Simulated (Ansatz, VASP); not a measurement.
**AlInW (AlInW in the AlB2 type): VASP beside Ansatz**

Wanted: the spread between two codes on one cell, functional and k mesh. The cell is generated by rule, not measured, and may not be a known phase. The cell is taken from a series of runs on this material, whose earlier steps may have relaxed, scaled, displaced or heated it; both programs get it as it stands.

Calculated with Ansatz 0.2.0; plane waves, with VASP 6.6.1 beside it; relaxation of cell and atoms at PBE and zone-centre phonons at PBE.

The structure was built from a prototype and need not be the compound's stable phase.

## 1. Set-up

The structure is hexagonal, space group P-6m2 (No. 187). Conventional cell: a = 4.684 Å, b = 4.684 Å, c = 2.765 Å, α = 90.00°, β = 90.00°, γ = 120.00°. W has 2 W at 2.77 Å and 6 In at 3.04 Å and 6 Al at 3.04 Å nearest. Nearest to Al lie 3 In at 2.70 Å and 2 Al at 2.77 Å and 6 W at 3.04 Å. Nearest to In lie 3 Al at 2.70 Å and 2 In at 2.77 Å and 6 W at 3.04 Å. Farther neighbours are not listed.

## 2. Ansatz: relaxation of cell and atoms, PBE, pair 1

Ansatz runs on its PAW soft_1 files.

The relaxed volume is the usual yardstick between codes: in a stiff, nearly cubic crystal its relative difference is about their pressure difference at one cell divided by the bulk modulus.

input.yaml reads:

```yaml
crystal:
  lattice:
    - [4.6836855066, 0.0, 0.0]
    - [-2.3418427533, 4.0561906321, 0.0]
    - [0.0, 0.0, 2.7650711675]
  atoms:
    - { symbol: W, position: [0.0, 0.0, 0.0] }
    - { symbol: Al, position: [0.3333333333, 0.6666666667, 0.5] }
    - { symbol: In, position: [0.6666666667, 0.3333333333, 0.5] }
kpoints:
  mp_grid: { grid: [6, 6, 9] }
hamiltonian:
  xc: pbe
  pseudopotentials: { kind: paw, azcp: { folder: soft_1 } }
scf:
  occupations: { method: methfessel_paxton, width: 0.2 }
output:
  forces: true
  stress: true
  eigenvalues: true
relax:
  adjacent_minimum: "off"
  f_tol: 0.001
  max_steps: 60
  cell: { stress_tol: 0.01 }
```

Run with:

```console
$ ansatz run input.yaml --threads 4 --pin off --max-ram 12288MiB --backend cpu --events-out ev --progress --plain --runs-dir out
```

Numbers of over 12 decimals in the logs are rounded to 6 here.

Log:

```text
Engine: ansatz 0.2.0, aarch64-unknown-linux-gnu
Pseudopotentials: kind: paw
Pseudopotential: W, paw, valence charge 14, recommended cutoff 420 eV (normal), soft_1/W.paw.azcp
Pseudopotential: Al, paw, valence charge 3, recommended cutoff 420 eV (normal), soft_1/Al.paw.azcp
Pseudopotential: In, paw, valence charge 13, recommended cutoff 420 eV (normal), soft_1/In.paw.azcp
Functional definition: PBE
  parameter kappa = 0.804
  parameter beta = 0.066725
  exchange = pbe_x(kappa = kappa, mu = beta*pi^2/3)
  correlation = pbe_c(beta = beta)
Crystal: 3 atoms, lattice volume = 52.531 Å³
Basis set: ecut = 420 eV, 1023 PW (Γ), exchange–correlation on 64×64×40 points (8 copies of the dense FFT grid, shifted against one another)
Bands: 19, of which v1, the nominal top of the filled ones, is band 15 counted from 1 (14 counted from 0)
Symmetry: 12 space group operations
Space group: P-6m2 (ITA 187), of the structure as read, at distance tolerance 3.7e-5 Å
k-points: 35 of 324 (time reversal used)
Non-local potential: W, projectors of the file, l = 0: 3, l = 1: 2, l = 2: 2, l = 3: 1
Non-local potential: Al, projectors of the file, l = 0: 2, l = 1: 2, l = 2: 1
Non-local potential: In, projectors of the file, l = 0: 2, l = 1: 2, l = 2: 2, l = 3: 1
PAW form: soft (Blöchl's): semilocal exchange-correlation on the pseudo side does not see the compensation charge
PAW one-centre angular grid: W, 590 points (default); XC on 64 Gauss nodes
PAW one-centre angular grid: Al, 110 points (default); XC on 64 Gauss nodes
PAW one-centre angular grid: In, 590 points (default); XC on 64 Gauss nodes
Initial density: superposition of atomic densities (chi_scale 0.1, normalization cell, long waves kept (reshape's long-wave potential 0.00 eV rms))
Initial wavefunctions: pseudopotential atomic-orbital guess
Functional: x = pbe(κ = 0.804, μ = 0.219515), c = pbe(β = 0.066725)
SCF iter   1: F=—  HF=-16520.649376 eV  |F-HF|=—  |Δ(HF+E_count)|=         —  Δρ=5.89e-2  dr2=2.88e0  ethr=3.10e-3  ⟨swp⟩=5.1  Hψ=3155  notcnv=0
preconditioner: auto → none  [metal: Δε(μ)=0.030 eV  Ē_g=11.404 eV  σ=0.200 eV  W_gap=0.13  n_scr=8 (ndim 8)  ℏωp=24.0 eV  f_vac=0.000  D(μ)=1.56/eV (n_scr^D=8)  sad-step TF]
SCF iter   2: F=—  HF=-16520.258828 eV  |F-HF|=—  |Δ(HF+E_count)|=   3.91e-1  S|Δr|=    0.00e0  Δρ=3.83e-2  dr2=1.27e0  ethr=3.10e-3  ⟨swp⟩=2.0  Hψ=1065  notcnv=0
SCF iter   3: F=—  HF=-16519.980365 eV  |F-HF|=—  |Δ(HF+E_count)|=   2.78e-1  S|Δr|=    0.00e0  Δρ=5.34e-3  dr2=2.39e-2  ethr=3.10e-3  ⟨swp⟩=2.1  Hψ=1005  notcnv=0
SCF iter   4: F=—  HF=-16519.976246 eV  |F-HF|=—  |Δ(HF+E_count)|=   4.12e-3  S|Δr|=    0.00e0  Δρ=1.58e-3  dr2=1.59e-3  ethr=7.96e-5  ⟨swp⟩=2.2  Hψ=1236  notcnv=0
SCF iter   5: F=—  HF=-16519.975692 eV  |F-HF|=—  |Δ(HF+E_count)|=   5.53e-4  S|Δr|=    0.00e0  Δρ=3.49e-4  dr2=1.05e-4  ethr=5.30e-6  ⟨swp⟩=2.1  Hψ=1045  notcnv=0
SCF iter   6: F=—  HF=-16519.975685 eV  |F-HF|=—  |Δ(HF+E_count)|=   7.20e-6  S|Δr|=    0.00e0  Δρ=7.44e-5  dr2=2.51e-6  ethr=3.50e-7  ⟨swp⟩=1.9  Hψ=753  notcnv=0
SCF iter   7: F=—  HF=-16519.975650 eV  |F-HF|=—  |Δ(HF+E_count)|=   3.52e-5  S|Δr|=    0.00e0  Δρ=1.19e-5  dr2=4.31e-8  ethr=3.33e-10  ⟨swp⟩=3.9  Hψ=3288  notcnv=0
SCF iter   8: F=-16519.975650 eV  HF=-16519.975650 eV  |F-HF|=6.22e-10  |Δ(HF+E_count)|=  2.00e-10  S|Δr|=    0.00e0  Δρ=2.45e-6  dr2=9.22e-10  ethr=1.44e-10  ⟨swp⟩=2.2  Hψ=2264  notcnv=0
SCF 1 converged in 8 iterations: F = -16519.975650 eV  dr2 = 9.22e-10
  greatest PAW one-centre occupation: 0.999 electrons in one spin orbital (limit 2), on the W atom at site 0 (counted from 0), in its partial waves of l = 0
relax step   1: F+E_penalty+E_count = -16519.97565002 eV  Δ(F+E_penalty+E_count) = +0.000e0 eV  max|allowed force component| = 1.542e-17 eV/Å  Δτ_max = 0.0000 Å  P = +0.083 GPa  Ω = 52.531 Å³  (8 SCF iters, dr2 threshold 1.00e-7 eV, accepted)
[...]
relax step   2: F+E_penalty+E_count = -16519.97638856 eV  Δ(F+E_penalty+E_count) = -7.385e-4 eV  max|allowed force component| = 1.388e-17 eV/Å  Δτ_max = 0.0000 Å  P = +0.057 GPa  Ω = 52.636 Å³  energy of the carried Pulay correction = -2.199e-5 eV  (4 SCF iters, dr2 threshold 3.00e-7 eV, accepted)
[...]
relax step   3: F+E_penalty+E_count = -16519.97651777 eV  Δ(F+E_penalty+E_count) = -1.292e-4 eV  max|allowed force component| = 1.696e-17 eV/Å  Δτ_max = 0.0000 Å  P = -0.062 GPa  Ω = 52.652 Å³  energy of the carried Pulay correction = -2.952e-5 eV  (3 SCF iters, dr2 threshold 3.00e-7 eV, accepted)
[...]
relax step   4: F+E_penalty+E_count = -16519.97653162 eV  Δ(F+E_penalty+E_count) = -1.386e-5 eV  max|allowed force component| = 2.853e-17 eV/Å  Δτ_max = 0.0000 Å  P = +0.042 GPa  Ω = 52.614 Å³  energy of the carried Pulay correction = -1.818e-5 eV  (3 SCF iters, dr2 threshold 2.21e-8 eV, accepted)
[...]
relax step   5: F+E_penalty+E_count = -16519.97652912 eV  Δ(F+E_penalty+E_count) = +2.501e-6 eV  max|allowed force component| = 1.889e-17 eV/Å  Δτ_max = 0.0000 Å  P = +0.001 GPa  Ω = 52.631 Å³  energy of the carried Pulay correction = -2.302e-5 eV  (3 SCF iters, dr2 threshold 5.08e-9 eV, accepted)
[...]
relax step   6: F+E_penalty+E_count = -16519.97655860 eV  Δ(F+E_penalty+E_count) = -2.948e-5 eV  max|allowed force component| = 2.159e-17 eV/Å  Δτ_max = 0.0000 Å  P = +0.001 GPa  Ω = 52.631 Å³  stress off target by 1.72e-3 GPa  SCF on the basis re-selected at this cell (its energy is not comparable with the rows above)  (6 SCF iters)
basis re-selected at this cell: Δ(F+E_penalty+E_count) = -2.948e-5 eV, ΔP = +0.000 GPa vs the last step (what re-selecting the basis moved, of the pressure what is left beyond the Pulay correction that the steps carried, after the strain that the cell walked since its last selection, with what the two solves' SCF thresholds leave and, on support functions, any second-order correction that the steps lacked; it is no m [...]
SCF converged after 6 iterations
Stability not checked: this state was not tested for a lower state beside it, because cold or Methfessel-Paxton smearing, or corrected tetrahedra, fill the levels in a way that the test cannot read (fill_not_monotonic; see scf.lower_state_search)
Free energy (F): -16519.976559 eV
Harris-Foulkes:  -16519.976559 eV  (|F-HF|=0.00e0)
Internal energy: -16519.971088 eV  (E = F + TS)
E sigma→0 (E₀):  -16519.975191 eV
Entropy (-TS):   -0.005471 eV (-1.824 meV/atom)
Fermi energy:    14.604265 eV
--- Per-component energies (eV) ---
  E_band       = -129.534058
  E_kinetic    = 664.319611
  E_local      = -1922.358943  (includes V_loc(G=0)·N_el)
  E_nonlocal   = 311.671773
  E_hartree    = 805.364951
  E_xc         = -448.206016
  E_vxc        = -350.009869  (∫ρ·V_xc dr)
  E_paw        = -13257.056345  (= ΣΔE_a)
  E_vpaw       = -443.886808  (= ΣTr[D̂ρ^β])
  E_aug_tail   = 0.000279  (compensation charges beyond the density's cutoff)
  E_ewald      = -2673.706397
  E_smearing   = -0.005471  (= −TS)
  E_closure    = 0.000000  (closes the sum)
  Σ components = -16519.976559   (vs F -16519.976559, Δ=0.00e0)
--- Forces (eV/Å), atoms counted from 1 ---
  atom   1  W     -0.00000000     0.00000000     0.00000000
  atom   2  Al     0.00000000    -0.00000000     0.00000000
  atom   3  In    -0.00000000    -0.00000000     0.00000000
  max |Σ_I F_I| component: 3.93e-17 eV/Å
--- Stress (GPa, compression-positive) ---
        0.001721       0.000000       0.000000
        0.000000       0.001721       0.000000
        0.000000       0.000000      -0.000218
  P = ⅓ Tr σ = 0.0011 GPa (0.011 kbar)
--- Band table (eV; the first three rows and the last of 35) ---
  k-point 0: bands = [... 11 lower, 10.6554, 11.1492, 12.8438, 15.0766, 15.0766, 16.9679, 16.9679, 18.9419]
  k-point 1: bands = [... 11 lower, 10.9049, 11.6730, 13.0534, 14.4413, 14.4413, 17.5235, 17.5235, 18.8818]
  k-point 2: bands = [... 11 lower, 11.6153, 12.8731, 13.3645, 13.3645, 13.7114, 17.3938, 18.4778, 18.4778]
  k-point 34: bands = [... 11 lower, 11.7588, 11.9341, 12.6073, 14.3552, 15.6082, 15.9619, 16.1416, 16.5425]
--- Relaxed structure (5 steps of the walk, 5 accepted, 1 SCFs on fresh bases) ---
  F+E_penalty+E_count = -16519.97655860 eV   max|allowed force component| = 2.159e-17 eV/Å   (the final SCF, on the basis selected at the relaxed cell)
  cell:  # Å, volume = 52.6307 Å³
    - [4.696499, 0, 0.0]
    - [-2.348249, 4.067287, 0.0]
    - [0.0, 0.0, 2.755246]
  atoms:
    - { symbol: W, position: [0, 0, 0.0] }
    - { symbol: Al, position: [0.333333, 0.666667, 0.5] }
    - { symbol: In, position: [0.666667, 0.333333, 0.5] }
```

## 3. VASP: relaxation of cell and atoms, PBE, pair 1

The same cell, functional, mesh and smearing now go to VASP, with its own data sets.

Lines of VASP's logs that name or quote its potential files are left out, and so is its time.

INCAR reads:

```
SYSTEM = AlInW
PREC = Accurate
ENCUT = 600
EDIFF = 1E-07
NELM = 120
ISMEAR = 1
SIGMA = 0.2
LREAL = .FALSE.
ALGO = Normal
GGA = PE
NBANDS = 17
LASPH = .TRUE.
LORBIT = 11
LWAVE = .FALSE.
LCHARG = .FALSE.
ISIF = 3
IBRION = 2
NSW = 80
EDIFFG = -0.005
GGA_COMPAT = .FALSE.
NELMIN = 4
KPAR = 2
```

POSCAR reads:

```
AlInW
1.0
    4.6836860000      0.0000000000      0.0000000000
   -2.3418430000      4.0561910000      0.0000000000
    0.0000000000      0.0000000000      2.7650710000
W Al In
1 1 1
Direct
    0.0000000000      0.0000000000      0.0000000000
    0.3333333333      0.6666666667      0.5000000000
    0.6666666667      0.3333333333      0.5000000000
```

KPOINTS reads:

```
Automatic mesh
0
Gamma
6 6 9
0 0 0
```

The projector-augmented-wave data sets are W, Al and In_d (PBE family, release 64).

Run with:

```console
$ mpirun -np 2 vasp_std
```

Log:

```text
[banner, memory and clock lines left out]
running    2 mpi-ranks, on    1 nodes
 distrk:  each k-point on    1 cores,    2 groups
 distr:  one band on    1 cores,    1 groups

 POSCAR found type information on POSCAR W AlIn
 POSCAR found :  3 types and       3 ions
 LDA part: xc-table for (Slater+PW92), standard interpolation
 POSCAR, INCAR and KPOINTS ok, starting setup
 FFT: planning ... GRIDC
 FFT: planning ... GRID_SOFT
 FFT: planning ... GRID
 WAVECAR not read
 entering main loop
       N       E                     dE             d eps       ncg     rms          rms(c)
DAV:   1     0.137413781172E+03    0.13741E+03   -0.11318E+04  1190   0.163E+03
DAV:   2    -0.837366778420E+01   -0.14579E+03   -0.14179E+03  1334   0.365E+02
DAV:   3    -0.185749343523E+02   -0.10201E+02   -0.98852E+01  1524   0.932E+01
DAV:   4    -0.188801170219E+02   -0.30518E+00   -0.30370E+00  1484   0.154E+01
DAV:   5    -0.188892868417E+02   -0.91698E-02   -0.91685E-02  1720   0.285E+00    0.160E+01
DAV:   6    -0.181358019825E+02    0.75348E+00   -0.34099E+00  1611   0.113E+01    0.610E+00
DAV:   7    -0.179974040873E+02    0.13840E+00   -0.61768E-01  1577   0.728E+00    0.409E+00
DAV:   8    -0.179489209321E+02    0.48483E-01   -0.15180E-01  1407   0.238E+00    0.584E-01
DAV:   9    -0.179473270455E+02    0.15939E-02   -0.83891E-03  1552   0.116E+00    0.308E-01
DAV:  10    -0.179470689760E+02    0.25807E-03   -0.49388E-04  1553   0.186E-01    0.954E-02
DAV:  11    -0.179470716177E+02   -0.26417E-05   -0.25068E-05  1711   0.433E-02    0.354E-02
DAV:  12    -0.179470747498E+02   -0.31321E-05   -0.28999E-06  1400   0.134E-02    0.733E-03
DAV:  13    -0.179470736487E+02    0.11011E-05   -0.10250E-06  1407   0.660E-03    0.182E-03
DAV:  14    -0.179470735406E+02    0.10812E-06   -0.47118E-08   683   0.213E-03    0.103E-03
DAV:  15    -0.179470734531E+02    0.87446E-07   -0.10281E-08   637   0.103E-03
   1 F= -.17947073E+02 E0= -.17945495E+02  d E =-.179471E+02
[...]
2 F= -.17947099E+02 E0= -.17945268E+02  d E =-.258336E-04
[...]
3 F= -.17948155E+02 E0= -.17946435E+02  d E =-.108193E-02
 curvature:  -0.25 expect dE=-0.946E-04 dE for cont linesearch -0.125E-06
 trial: gam= 0.10146 g(F)=  0.192E-46 g(S)=  0.382E-03 ort =-0.461E-04 (trialstep = 0.901E+00)
 search vector abs. value=  0.416E-03
 bond charge predicted
       N       E                     dE             d eps       ncg     rms          rms(c)
DAV:   1    -0.179494714065E+02   -0.13160E-02   -0.37908E-02  1463   0.248E+00    0.198E-01
DAV:   2    -0.179485647634E+02    0.90664E-03   -0.20403E-03  1564   0.732E-01    0.920E-02
DAV:   3    -0.179483379364E+02    0.22683E-03   -0.42538E-04  1667   0.328E-01    0.283E-02
DAV:   4    -0.179483157494E+02    0.22187E-04   -0.37482E-05  1695   0.562E-02    0.218E-02
DAV:   5    -0.179483127805E+02    0.29689E-05   -0.45311E-06  1599   0.154E-02    0.128E-02
DAV:   6    -0.179483116734E+02    0.11071E-05   -0.85822E-07  1491   0.768E-03    0.425E-03
DAV:   7    -0.179483115088E+02    0.16458E-06   -0.88933E-08   652   0.351E-03    0.921E-04
DAV:   8    -0.179483115104E+02   -0.16578E-08   -0.15859E-08   606   0.190E-03
   4 F= -.17948312E+02 E0= -.17946518E+02  d E =-.156132E-03
 trial-energy change:   -0.000156  1 .order   -0.000159   -0.000340    0.000023
 step:   0.8416(harm=  0.8438)  dis= 0.00000  next Energy=   -17.948312 (dE=-0.157E-03)
 reached required accuracy - stopping structural energy minimisation
```

OUTCAR, selected parts (step 3):

```text
ion  position               nearest neighbor table
   1  0.000  0.000  0.000-   2 3.04   2 3.04   3 3.04   3 3.04   2 3.04   3 3.04   2 3.04   3 3.04
                             3 3.04   3 3.04   2 3.04   2 3.04
   2  0.333  0.667  0.500-   3 2.70   3 2.70   3 2.70   1 3.04   1 3.04   1 3.04   1 3.04   1 3.04
                             1 3.04
   3  0.667  0.333  0.500-   2 2.70   2 2.70   2 2.70   1 3.04   1 3.04   1 3.04   1 3.04   1 3.04
                             1 3.04

  LATTYP: Found a hexagonal cell.
 ALAT       =     4.6836860000
 C/A-ratio  =     0.5903621635

 Subroutine GETGRP returns: Found 12 space group operations
 (whereof 12 operations were pure point group operations)

The static configuration has the point symmetry D_3h.

 Found     35 irreducible k-points:

   k-points           NKPTS =     35   k-points in BZ     NKDIM =     35   number of bands    NBANDS=     17

   dimension x,y,z NGX =    40 NGY =   40 NGZ =   24
   dimension x,y,z NGXF=    80 NGYF=   80 NGZF=   48

   ENCUT  =  600.0 eV  44.10 Ry    6.64 a.u.   9.35  9.35  5.52*2*pi/ulx,y,z

   NELECT =      22.0000    total number of electrons

 k-points in reciprocal lattice and weights: Automatic mesh
   0.00000000  0.00000000  0.00000000       0.003
   0.16666667  0.00000000  0.00000000       0.019
   0.33333333  0.00000000  0.00000000       0.019
   0.50000000  0.00000000  0.00000000       0.009
   0.16666667  0.16666667  0.00000000       0.019
   0.33333333  0.16666667  0.00000000       0.037
   0.33333333  0.33333333  0.00000000       0.006
   0.00000000  0.00000000  0.11111111       0.006
   0.16666667  0.00000000  0.11111111       0.037
[...]
0.33333333  0.16666667  0.44444444       0.074
   0.33333333  0.33333333  0.44444444       0.012

 average (electrostatic) potential at core
       1 -36.7629       2 -71.7272       3 -92.6107

 E-fermi :   8.8788

 k-point     1 :       0.0000    0.0000    0.0000
  band No.  band energies     occupation
    ...
      6      -2.0502      2.00000
      7       4.9170      2.00000
      8       4.9170      2.00000
      9       5.4176      2.00000
     10       7.1446      2.00000
     11       9.3693     -0.00285
     12       9.3693     -0.00285
     13      11.2282     -0.00000
     14      11.2282     -0.00000
     15      13.2217      0.00000
    ...

 k-point     2 :       0.1667    0.0000    0.0000
  band No.  band energies     occupation
    ...
      8       5.0335      2.00000
      9       5.2746      2.00000
     10       8.2363      2.00005
     11       8.6428      2.07026
     12       8.9308      0.57611
     13      11.1521     -0.00000
     14      11.2243     -0.00000
     15      13.3477      0.00000
     16      13.7738      0.00000
     17      15.1034      0.00000

 k-point     3 :       0.3333    0.0000    0.0000
  band No.  band energies     occupation
    ...
      7       2.1524      2.00000
      8       4.8876      2.00000
      9       5.3262      2.00000
     10       7.3189      2.00000
     11       8.1412      2.00000
     12      10.7632     -0.00000
     13      11.0147     -0.00000
     14      11.2165     -0.00000
     15      13.6898      0.00000
     16      14.9229      0.00000
    ...

  Total       -0.0040542     -0.0040542      0.0107279      0.0000000      0.0000000     -0.0000000
  in kB       -0.1240571     -0.1240571      0.3282708      0.0000000      0.0000000     -0.0000000
  external PRESSURE =       0.0267188 kB  Pullay stress =       0.0000000 kB

  energy-cutoff  :      600.00
  volume of cell :       52.36
      direct lattice vectors                 reciprocal lattice vectors
     4.688154694  0.000000000 -0.000000000     0.213303542  0.123150859 -0.000000000
    -2.344077347  4.060061002  0.000000000     0.000000000  0.246301718  0.000000000
     0.000000000  0.000000000  2.750801159     0.000000000  0.000000000  0.363530456

 POSITION                                       TOTAL-FORCE (eV/Angst)
 -----------------------------------------------------------------------------------
     -2.34408      4.06006      0.00000         0.000000      0.000000      0.000000
     -0.00000      2.70671      1.37540        -0.000000     -0.000000      0.000000
      2.34408      1.35335      1.37540         0.000000      0.000000      0.000000
 -----------------------------------------------------------------------------------
    total drift:                                0.000000     -0.000000      0.000000

  FREE ENERGIE OF THE ION-ELECTRON SYSTEM (eV)
  ---------------------------------------------------
  free  energy   TOTEN  =       -17.9483115104 eV

  energy  without entropy=      -17.9429321912  energy(sigma->0) =      -17.94651840

 reached required accuracy - stopping structural energy minimisation

 total charge
# of ion       s       p       d       tot
------------------------------------------
    1        0.563   0.471   4.057   5.091
    2        0.391   0.368   0.000   0.759
    3        0.847   0.916   9.910  11.673
--------------------------------------------------
tot          1.801   1.756  13.967  17.523

[... 3 further parts left out ...]
```

CONTCAR:

```
AlInW
   1.00000000000000
     4.6881546941252799    0.0000000000000000   -0.0000000000000000
    -2.3440773470626399    4.0600610024646411    0.0000000000000000
     0.0000000000000000    0.0000000000000000    2.7508011586656513
  W               Al              In
     1     1     1
Direct
     0.0000000000000000    1.0000000000000000    0.0000000000000000
     0.3333333332999970    0.6666666667000030    0.5000000000000000
     0.6666666667000030    0.3333333332999970    0.5000000000000000
```

The run keeps the 12 symmetry operations of its start, so it cannot find a distortion of lower symmetry.

## 4. Side by side

Known differences besides the potentials themselves: the data sets hold 30 valence electrons in Ansatz (on its PAW soft_1 files) and 22 in VASP; the cutoff is 420 eV in Ansatz and 600 eV in VASP; Ansatz adds a Pulay correction to the stress that steers its cell, VASP none. Total energies have different zeros and are not compared.

The two programs side by side:

| quantity | Ansatz | VASP | difference |
| --- | --- | --- | --- |
| volume (Å³) | 52.63 | 52.36 | +0.52 % |
| edge a after relaxation, in the typed setting (Å) | 4.697 | 4.688 | +0.18 % |
| edge c after relaxation, in the typed setting (Å) | 2.755 | 2.751 | +0.16 % |

(Part 1 of 2 ends here.)

[Lines on the potential files, build, host, timing and source positions are cut from VASP's logs without a mark.]

[Logs are printed without paths, hosts, clocks, repeated set-up lines and the standing remarks that a program may print on its own settings, such as how far it seeks lower states.]

[Hosts, paths, dates, database ids (printed as entryN), source tags and the programs' standing remarks are cut or masked in the printed files.]
